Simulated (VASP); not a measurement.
# AlHg (F-43m) in VASP: notebook, part 2 of 2

VASP 6.6.1.

### Step 4. Relaxation of cell and atoms, PBE, spin-orbit coupling, no magnetisation

INCAR

```
SYSTEM = AlHg
PREC = Accurate ; ENCUT = 600
EDIFF = 1E-7 ; ISMEAR = -1
SIGMA = 0.05 ; LREAL = .FALSE.
LASPH = .TRUE. ; NELM = 60
ALGO = Fast ; ISIF = 3
LWAVE = .FALSE. ; LCHARG = .FALSE.
LNONCOLLINEAR = .TRUE. ; MAGMOM = 0 0 0 0 0 0
LORBIT = 11 ; LSORBIT = .TRUE.
GGA_COMPAT = .FALSE. ; GGA = PE
IBRION = 2 ; NSW = 60
EDIFFG = -0.01
```

KPOINTS

```
regular mesh
0
G
  6 6 6
  0 0 0
```

POSCAR

```
AlHg
1.0
    0.0000000000      3.0685300000      3.0685300000
    3.0685300000      0.0000000000      3.0685300000
    3.0685300000      3.0685300000      0.0000000000
Al Hg
1 1
Direct
    0.0000000000      0.0000000000      0.0000000000
    0.7500000000      0.7500000000      0.7500000000
```

Potentials or basis: VASP PAW PBE potentials, release 64 (Al, Hg).

Run with:

```sh
cat potpaw_PBE.64/Al/POTCAR potpaw_PBE.64/Hg/POTCAR > POTCAR
mpirun -np 1 vasp_ncl > vasp.out
```

OUTCAR:

```text
SYSTEM = AlHg
   PREC = Accurate
   ENCUT = 600
   EDIFF = 1E-7
   ISMEAR = -1
   LREAL = .FALSE.
   LASPH = .TRUE.
   NELM = 60
   ISIF = 3
   LNONCOLLINEAR = .TRUE.
   LORBIT = 11
   LSORBIT = .TRUE.
   GGA = PE
   IBRION = 2
   NSW = 60
   EDIFFG = -0.01

 ion  position               nearest neighbor table
   1  0.000  0.000  0.000-   2 2.66   2 2.66   2 2.66   2 2.66
   2  0.750  0.750  0.750-   1 2.66   1 2.66   1 2.66   1 2.66

  LATTYP: Found a face centered cubic cell.
 ALAT       =     6.1370600000

  Lattice vectors:

 A1 = (   0.0000000000,   3.0685300000,   3.0685300000)
 A2 = (   3.0685300000,   0.0000000000,   3.0685300000)
 A3 = (   3.0685300000,   3.0685300000,   0.0000000000)

Analysis of symmetry for initial positions (statically):
=====================================================================
 Subroutine PRICEL returns:
 Original cell was already a primitive cell.

 Routine SETGRP: Setting up the symmetry group for a
 face centered cubic supercell.

 Subroutine GETGRP returns: Found 24 space group operations
 (whereof 24 operations were pure point group operations)
 out of a pool of 48 trial point group operations.

The static configuration has the point symmetry T_d .

Analysis of symmetry for dynamics (positions and initial velocities):
=====================================================================
 Subroutine PRICEL returns:
 Original cell was already a primitive cell.

 Routine SETGRP: Setting up the symmetry group for a
 face centered cubic supercell.

 Subroutine GETGRP returns: Found 24 space group operations
 (whereof 24 operations were pure point group operations)
 out of a pool of 48 trial point group operations.

The dynamic configuration has the point symmetry T_d .

Analysis of structural, dynamic, and magnetic symmetry:
=====================================================================
 Subroutine PRICEL returns:
 Original cell was already a primitive cell.

 Routine SETGRP: Setting up the symmetry group for a
 face centered cubic supercell.

 Subroutine GETGRP returns: Found 24 space group operations
 (whereof 24 operations were pure point group operations)
 out of a pool of 48 trial point group operations.

The overall configuration has the point symmetry T_d .

 Subroutine INISYM returns: Found 24 space group operations
 (whereof 24 operations are pure point group operations),
 and found     1 'primitive' translations

----------------------------------------------------------------------------------------

                                     Primitive cell

  volume of cell :      57.7858

  direct lattice vectors                    reciprocal lattice vectors
     0.000000000  3.068530000  3.068530000    -0.162944472  0.162944472  0.162944472
     3.068530000  0.000000000  3.068530000     0.162944472 -0.162944472  0.162944472
     3.068530000  3.068530000  0.000000000     0.162944472  0.162944472 -0.162944472

  length of vectors
     4.339556743  4.339556743  4.339556743     0.282228104  0.282228104  0.282228104
[... 118 lines left out ...]

 number of electron      14.9999999 magnetization       0.0000000      0.0000000      0.0000000

 number of electron      14.9999999 magnetization      -0.0000000      0.0000000      0.0000000

 number of electron      14.9999999 magnetization       0.0000000     -0.0000000     -0.0000000

 Free energy of the ion-electron system (eV)
  ---------------------------------------------------
  ext. energy  EPLUGINS =         0.00000000
  ---------------------------------------------------
  free energy    TOTEN  =        -3.43676606 eV

  energy without entropy =       -3.43159117  energy(sigma->0) =       -3.43417861

------------------------ aborting loop because EDIFF is reached ----------------------------------------

  FORCE on cell =-STRESS in cart. coord.  units (eV):
  Direction    XX          YY          ZZ          XY          YZ          ZX
  --------------------------------------------------------------------------------------
  -------------------------------------------------------------------------------------
  Total       -0.1918050     -0.1918050     -0.1918050     -0.0000000     -0.0000000      0.0000000
  in kB       -5.3180135     -5.3180135     -5.3180135     -0.0000000     -0.0000000      0.0000000
  external PRESSURE =      -5.3180135 kB  Pullay stress =       0.0000000 kB
[... 67 lines left out ...]
 number of electron      14.9999998 magnetization       0.0000000      0.0000000     -0.0000000

 number of electron      14.9999998 magnetization       0.0000000      0.0000000      0.0000000

 Free energy of the ion-electron system (eV)
  ---------------------------------------------------
  ext. energy  EPLUGINS =         0.00000000
  ---------------------------------------------------
  free energy    TOTEN  =        -3.43829841 eV

  energy without entropy =       -3.43309797  energy(sigma->0) =       -3.43569819

 E-fermi :   2.4374     XC(G=0):  -8.8323

 val. band max:        2.3380320186   @ k =   0.3333  -0.1667   0.0000
 cond. band min:       2.5871634373   @ k =  -0.3333   0.3333   0.1667
 fundamental gap:      0.2491314186
 Fermi energy:         2.4373978512

 k-point     1 :       0.0000    0.0000    0.0000
  band No.  band energies     occupation
      1      -6.3068      1.00000
      2      -6.3068      1.00000
      3      -6.3068      1.00000
      4      -6.3068      1.00000
      5      -6.1142      1.00000
      6      -6.1142      1.00000
[... 568 lines left out ...]
  FREE ENERGIE OF THE ION-ELECTRON SYSTEM (eV)
  ---------------------------------------------------
  free  energy   TOTEN  =        -3.4382984108 eV

  energy  without entropy=       -3.4330979738  energy(sigma->0) =       -3.43569819

 reached required accuracy - stopping structural energy minimisation

 Spin-Orbit-Coupling matrix elements

 Ion:    1  E_soc:      0.0003849
 l=   1
     0.0000000     0.0000642     0.0000642
     0.0000642     0.0000000     0.0000642
     0.0000642     0.0000642     0.0000000
 l=   2
     0.0000000     0.0000000     0.0000000     0.0000000     0.0000000
     0.0000000     0.0000000     0.0000000     0.0000000     0.0000000
     0.0000000     0.0000000     0.0000000     0.0000000     0.0000000
     0.0000000     0.0000000     0.0000000     0.0000000     0.0000000
     0.0000000     0.0000000     0.0000000     0.0000000     0.0000000
 l=   3
     0.0000000     0.0000000     0.0000000     0.0000000     0.0000000     0.0000000     0.0000000
     0.0000000     0.0000000     0.0000000     0.0000000     0.0000000     0.0000000     0.0000000
     0.0000000     0.0000000     0.0000000     0.0000000     0.0000000     0.0000000     0.0000000
     0.0000000     0.0000000     0.0000000     0.0000000     0.0000000     0.0000000     0.0000000
     0.0000000     0.0000000     0.0000000     0.0000000     0.0000000     0.0000000     0.0000000
     0.0000000     0.0000000     0.0000000     0.0000000     0.0000000     0.0000000     0.0000000
     0.0000000     0.0000000     0.0000000     0.0000000     0.0000000     0.0000000     0.0000000

 Ion:    2  E_soc:     -0.6992837
 l=   1
     0.0000000    -0.0459465    -0.0459465
    -0.0459465     0.0000000    -0.0459465
    -0.0459465    -0.0459465     0.0000000
 l=   2
     0.0000000    -0.0142449     0.0000000    -0.0142449    -0.0563559
    -0.0142449     0.0000000    -0.0422669    -0.0142449    -0.0140890
     0.0000000    -0.0422669     0.0000000    -0.0422669     0.0000000
    -0.0142449    -0.0142449    -0.0422669     0.0000000    -0.0140890
    -0.0563559    -0.0140890     0.0000000    -0.0140890     0.0000000
 l=   3
     0.0000000     0.0000000     0.0000000     0.0000000     0.0000000     0.0000000     0.0000000
     0.0000000     0.0000000     0.0000000     0.0000000     0.0000000     0.0000000     0.0000000
     0.0000000     0.0000000     0.0000000     0.0000000     0.0000000     0.0000000     0.0000000
     0.0000000     0.0000000     0.0000000     0.0000000     0.0000000     0.0000000     0.0000000
     0.0000000     0.0000000     0.0000000     0.0000000     0.0000000     0.0000000     0.0000000
     0.0000000     0.0000000     0.0000000     0.0000000     0.0000000     0.0000000     0.0000000
     0.0000000     0.0000000     0.0000000     0.0000000     0.0000000     0.0000000     0.0000000

 total charge

# of ion       s       p       d       tot
------------------------------------------
    1        0.493   0.265   0.000   0.758
    2        0.934   0.443   9.236  10.612
--------------------------------------------------
tot          1.427   0.708   9.236  11.370

 magnetization (x)

# of ion       s       p       d       tot
------------------------------------------
    1        0.000   0.000   0.000   0.000
    2       -0.000   0.000   0.000  -0.000
--------------------------------------------------
tot         -0.000   0.000   0.000  -0.000

 magnetization (y)

# of ion       s       p       d       tot
------------------------------------------
    1        0.000   0.000   0.000   0.000
    2       -0.000   0.000   0.000  -0.000
--------------------------------------------------
tot         -0.000   0.000   0.000  -0.000

 magnetization (z)

# of ion       s       p       d       tot
------------------------------------------
    1        0.000   0.000   0.000   0.000
    2        0.000   0.000   0.000   0.000
--------------------------------------------------
tot          0.000   0.000   0.000   0.000
```

OSZICAR:

```text
N       E                     dE             d eps       ncg     rms          rms(c)
DAV:   1     0.947919811383E+02    0.94792E+02   -0.69241E+03   968   0.130E+03
DAV:   2    -0.125978863846E+00   -0.94918E+02   -0.88490E+02  1028   0.289E+02
DAV:   3    -0.364269550359E+01   -0.35167E+01   -0.34652E+01  1132   0.570E+01
[... 27 lines left out ...]
RMM:   4    -0.343829879234E+01    0.24690E-05   -0.59065E-06   968   0.273E-02    0.201E-02
RMM:   5    -0.343829815346E+01    0.63888E-06   -0.25165E-06   968   0.115E-02    0.272E-03
RMM:   6    -0.343829829434E+01   -0.14088E-06   -0.37552E-07   963   0.524E-03    0.166E-03
RMM:   7    -0.343829842127E+01   -0.12693E-06   -0.75021E-08   594   0.324E-03    0.672E-04
RMM:   8    -0.343829841075E+01    0.10518E-07   -0.17275E-08   559   0.151E-03
   3 F= -.34382984E+01 E0= -.34356982E+01  d E =-.153235E-02  mag=     0.0000     0.0000    -0.0000
```

CONTCAR:

```text
AlHg
   1.00000000000000
    -0.0000000000000000    3.0528048882382706    3.0528048882382706
     3.0528048882382706   -0.0000000000000000    3.0528048882382706
     3.0528048882382706    3.0528048882382706    0.0000000000000000
  Al              Hg
     1     1
Direct
     0.0000000000000000    0.0000000000000000    0.0000000000000000
     0.7500000000000000    0.7500000000000000    0.7500000000000000

  0.00000000E+00  0.00000000E+00  0.00000000E+00
  0.00000000E+00  0.00000000E+00  0.00000000E+00
```

Run time: 3.4 min. Hardware: 1 thread of Intel Xeon Platinum 8259CL at 2.50GHz (Skylake/Cascade Lake), shared host; peak memory 0.42 GiB.

What came out:

```yaml
Free_energy: -3.4383 eV
Relaxed_volume: 28.45 Å³/atom
Relaxed_cell: a = 4.317 Å, b = 4.317 Å, c = 4.317 Å, α = 60.00°, β = 60.00°, γ = 60.00°
Space_group_after_relaxing_to_0.05_Å: F-43m (No. 216)
Energy_gained_by_relaxing: 0.8 meV/atom
Ionic_steps: 3
Pressure_after_relaxing: 0.0 GPa
Valence_electrons_inside_the_program's_atomic_spheres: Al 0.76; Hg 10.61
```

The path:
| step | energy change (eV) | largest force (eV/Å) | pressure (GPa) | volume (Å³) |
| --- | --- | --- | --- | --- |
| 1 | 0.0000 | 0.0000 | -0.53 | 57.79 |
| 2 | -0.0015 | 0.0000 | -0.06 | 56.99 |
| 3 | -0.0015 | 0.0000 | 0.00 | 56.90 |

Final structure:
```
CELL_PARAMETERS angstrom
0.00000 3.05280 3.05280
3.05280 0.00000 3.05280
3.05280 3.05280 0.00000
ATOMIC_POSITIONS crystal
Al 0.00000 0.00000 0.00000
Hg 0.75000 0.75000 0.75000
```

### Step 5. The runs side by side

| level | spin | k mesh | gap on the mesh (eV) | pressure (GPa) | relaxed volume (Å³/atom) |
| --- | --- | --- | --- | --- | --- |
| BLYP+D4 | off | 8 × 8 × 8 | none | 0.0 | 28.37 |
| PBE | off | 6 × 6 × 6 | none | 0.0 | - |
| PBE | SOC, no magnetisation | 6 × 6 × 6 | - | 0.0 | 28.45 |

Alike in all rows: task relaxation of cell and atoms; potentials or basis VASP PAW PBE potentials, release 64 (Al, Hg); cell relaxed; cutoff (eV) 600; smearing fermi-dirac 0.05 eV.

Caveats: the PAW data sets were made with another functional, which shifts forces and pressure a little (some runs); pairwise dispersion overbinds metals, which lowers pressure and volume (some runs); the relaxation stopped at its first step, so nothing moved (some runs).

Total energies depend on the potentials used, so only differences within one code and one set of settings carry meaning.
